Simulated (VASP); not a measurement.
All values below come from PBEsol GGA, VASP's PBE PAW potentials (set 64) (plane waves; VASP).

A VASP calculation is set up with these files.

**INCAR**
```
SYSTEM  =  CdF2
PREC  =  Accurate; ENCUT  =  520; LREAL  =  .FALSE.
LASPH  =  .TRUE.
EDIFF  =  1E-8; NELM  =  100; ALGO  =  Normal
LMAXMIX  =  4
ISMEAR  =  0; SIGMA  =  0.01
GGA  =  PS
IBRION  =  8; NSW  =  1
LWAVE  =  .FALSE.; LCHARG  =  .FALSE.
LEPSILON  =  .TRUE.
```

### POSCAR
```
CdF2
1.0
  0.0000000000   2.6992737331   2.6992737331
  2.6992737331   0.0000000000   2.6992737331
  2.6992737331   2.6992737331   0.0000000000
Cd F
1 2
Cart
  0.0000000000   2.6992737331   2.6992737331
  1.3496368666   1.3496368666   1.3496368666
  4.0489105997   4.0489105997   4.0489105997
```

**KPOINTS**
```
Automatic mesh
0
Gamma
7 7 7
0 0 0
```

POTCAR, in this order: Cd F (PBE.64 set). Program: vasp_std.

What VASP printed:

### OUTCAR
```
 ion  position               nearest neighbor table
   1  0.000  0.000  0.000-   3 2.34   3 2.34   3 2.34   2 2.34   3 2.34   2 2.34   2 2.34   2 2.34
  LATTYP: Found a face centered cubic cell.
 ALAT       =     5.3985474662
 Subroutine PRICEL returns:
 Original cell was already a primitive cell.
 Subroutine GETGRP returns: Found 48 space group operations
The static configuration has the point symmetry O_h .
The dynamic configuration has the point symmetry O_h .
 Subroutine INISYM returns: Found 48 space group operations
 Subroutine IBZKPT returns following result:
 Found     20 irreducible k-points:

 Following reciprocal coordinates:
            Coordinates               Weight
  0.000000  0.000000  0.000000      1.000000
  0.142857  0.000000  0.000000      8.000000
  0.285714  0.000000  0.000000      8.000000
  0.428571  0.000000  0.000000      8.000000
  0.142857  0.142857  0.000000      6.000000
  0.285714  0.142857  0.000000     24.000000
  0.428571  0.142857  0.000000     24.000000
 -0.428571  0.142857  0.000000     24.000000
 -0.285714  0.142857  0.000000     24.000000
 -0.142857  0.142857  0.000000     12.000000
  0.285714  0.285714  0.000000      6.000000
  0.428571  0.285714  0.000000     24.000000
 -0.428571  0.285714  0.000000     24.000000
 -0.285714  0.285714  0.000000     12.000000
  0.428571  0.428571  0.000000      6.000000
 -0.428571  0.428571  0.000000     12.000000
  0.428571  0.285714  0.142857     24.000000
 -0.428571  0.285714  0.142857     48.000000
 -0.428571  0.428571  0.142857     24.000000
 -0.285714  0.428571  0.142857     24.000000
 Subroutine IBZKPT_HF returns following result:
   k-points           NKPTS =     20   k-points in BZ     NKDIM =     20   number of bands    NBANDS=     17
   number of dos      NEDOS =    301   number of ions     NIONS =      3
   total plane-waves  NPLWV =  21952
   dimension x,y,z NGX =    28 NGY =   28 NGZ =   28
   dimension x,y,z NGXF=    56 NGYF=   56 NGZF=   56
   ions per type =               1   2
   PREC   = accura    normal or accurate (medium, high low for compatibility)
   ISTART =      0    job   : 0-new  1-cont  2-samecut
   ICHARG =      2    charge: 1-file 2-atom 10-const
   ISPIN  =      1    spin polarized calculation?
   LNONCOLLINEAR =      F non collinear calculations
   LSORBIT =      F    spin-orbit coupling
   INIWAV =      1    electr: 0-lowe 1-rand  2-diag
   ENCUT  =  520.0 eV  38.22 Ry    6.18 a.u.   7.10  7.10  7.10*2*pi/ulx,y,z
   NELM   =    100;   NELMIN=  2; NELMDL= -5     # of ELM steps
   EDIFF  = 0.1E-07   stopping-criterion for ELM
   LREAL  =      F    real-space projection
   NLSPLINE    = F    spline interpolate recip. space projectors
   LMAXMIX     =    4 max onsite mixed and CHGCAR
   VOSKOWN=      0    Vosko Wilk Nusair interpolation
   EDIFFG = 0.1E-06   stopping-criterion for IOM
   NSW    =      1    number of steps for IOM
   NBLOCK =      1;   KBLOCK =      1    inner block; outer block
   IBRION =      8    ionic relax: 0-MD 1-quasi-New 2-CG
   NFREE  =      0    steps in history (QN), initial steepest desc. (CG)
   ISIF   =      2    stress and relaxation
   ISYM   =      2    0-nonsym 1-usesym 2-fastsym
   TEIN   =    0.0    initial temperature
   TEBEG  =    0.0;   TEEND  =   0.0 temperature during run
   SMASS  =  -3.00    Nose mass-parameter (am)
   PSTRESS=    0.0 pullay stress
   NELECT =      26.0000    total number of electrons
   EFERMI =   0.00;   METHOD = LEGACY
   ISMEAR =     0;   SIGMA  =   0.01  broadening in eV -4-tet -1-fermi 0-gaus
   IALGO  =     38    algorithm
   LDIAG  =      T    sub-space diagonalisation (order eigenvalues)
   IMIX   =      4    mixing-type and parameters
     AMIX     =   0.40;   BMIX     =  1.00
     AMIX_MAG =   1.60;   BMIX_MAG =  1.00
...
```

OUTCAR:
```


 HEAD OF MICROSCOPIC STATIC DIELECTRIC TENSOR (INDEPENDENT PARTICLE, excluding Hartree and local field effects)
 ------------------------------------------------------
           2.936907     0.000000    -0.000000
           0.000000     2.936907     0.000000
          -0.000000     0.000000     2.936907
 ------------------------------------------------------

 MACROSCOPIC STATIC DIELECTRIC TENSOR (including local field effects in DFT)
 ------------------------------------------------------
           2.867801    -0.000000     0.000000
           0.000000     2.867801     0.000000
          -0.000000    -0.000000     2.867801
 ------------------------------------------------------

 PIEZOELECTRIC TENSOR (including local field effects)  for field in x, y, z        (e  Angst)
          XX          YY          ZZ          XY          YZ          ZX
  --------------------------------------------------------------------------------
  x     0.00000     0.00000     0.00000     0.00000     0.00000     0.00000
  y     0.00000     0.00000     0.00000     0.00000     0.00000     0.00000
  z     0.00000     0.00000     0.00000     0.00000     0.00000     0.00000

 PIEZOELECTRIC TENSOR (including local field effects)  for field in x, y, z        (C/m^2)
          XX          YY          ZZ          XY          YZ          ZX
  --------------------------------------------------------------------------------
  x     0.00000     0.00000     0.00000     0.00000     0.00000     0.00000
  y     0.00000     0.00000     0.00000     0.00000     0.00000     0.00000
  z     0.00000     0.00000     0.00000     0.00000     0.00000     0.00000

 BORN EFFECTIVE CHARGES (including local field effects) (in |e|, cummulative output)
 ---------------------------------------------------------------------------------
 ion    1
    1     2.44109     0.00000     0.00000
    2     0.00000     2.44109     0.00000
    3     0.00000     0.00000     2.44109
 ion    2
    1    -1.22054     0.00000     0.00000
    2     0.00000    -1.22054     0.00000
    3     0.00000     0.00000    -1.22054
 ion    3
    1    -1.22054     0.00000     0.00000
    2     0.00000    -1.22054     0.00000
    3     0.00000     0.00000    -1.22054
```
(Selected blocks of OUTCAR.)

OUTCAR:
```
 val. band max:       -1.5464225637   @ k =  -0.2857   0.4286   0.1429

 cond. band min:       1.3957710486   @ k =   0.0000   0.0000   0.0000


 Fermi energy:        -1.4102584145

 k-point     1 :       0.0000    0.0000    0.0000
  band No.  band energies     occupation
      1     -22.1712      2.00000
      2     -21.0524      2.00000
      3      -7.0966      2.00000
      4      -7.0966      2.00000
      5      -7.0966      2.00000
      6      -5.8708      2.00000
      7      -5.8708      2.00000
      8      -2.4655      2.00000
      9      -2.4655      2.00000
     10      -2.4655      2.00000
     11      -1.9853      2.00000
     12      -1.9853      2.00000
     13      -1.9853      2.00000
     14       1.3958      0.00000
     15      10.9856      0.00000
     16      10.9856      0.00000
     17      10.9856      0.00000

 k-point     2 :       0.1429    0.0000    0.0000
  band No.  band energies     occupation
      1     -22.1064      2.00000
      2     -21.1096      2.00000
      3      -7.0204      2.00000
      4      -7.0204      2.00000
      5      -6.8809      2.00000
      6      -5.8931      2.00000
      7      -5.8931      2.00000
      8      -3.0618      2.00000
      9      -2.6038      2.00000
     10      -2.6038      2.00000
     11      -2.1466      2.00000
     12      -1.9700      2.00000
     13      -1.9700      2.00000
     14       2.1484      0.00000
     15      10.1071      0.00000
     16      11.2817      0.00000
     17      11.2817      0.00000

 k-point     3 :       0.2857    0.0000    0.0000
  band No.  band energies     occupation
      1     -21.9341      2.00000
      2     -21.2632      2.00000
      3      -6.8607      2.00000
      4      -6.8607      2.00000
      5      -6.3226      2.00000
      6      -5.8970      2.00000
      7      -5.8970      2.00000
      8      -3.8794      2.00000
      9      -2.9565      2.00000
     10      -2.9565      2.00000
     11      -2.8238      2.00000
...
```

The compound is CdF2 in the fluorite structure. It was relaxed first.
